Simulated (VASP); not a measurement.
NiO (rock salt, AFM-II order): the bulk modulus from VASP (plane waves, PAW) at several levels of theory. Static lattice, third-order Birch-Murnaghan fit over five volumes.

| level | bulk modulus (GPa) |
|---|---|
| PBE | 194 |
| rev-vdW-DF2 | 207 |

The cell of the PBE run:

```xyz
4
Lattice="4.1885 2.0899 2.0899 2.0899 4.1885 2.0899 2.0899 2.0899 4.1885" Properties=species:S:1:pos:R:3 pbc="T T T"
Ni     0.0000     0.0000     0.0000
Ni     4.1842     4.1842     4.1842
O      2.0921     2.0921     2.0921
O      6.2763     6.2763     6.2763
```
Starting moments (μB, in the order of the record's atoms Ni Ni O O): 1.4 -1.4 0.0 0.0.

Only levels that ran to the end are used. Left out are those held back, those with too coarse a band path, GW runs whose mesh misses a band edge, hybrids' fits of cells that aren't cubic and levels without matching references; a question may draw on a part of the rest.

The compound is NiO in the rock salt, AFM-II order structure.
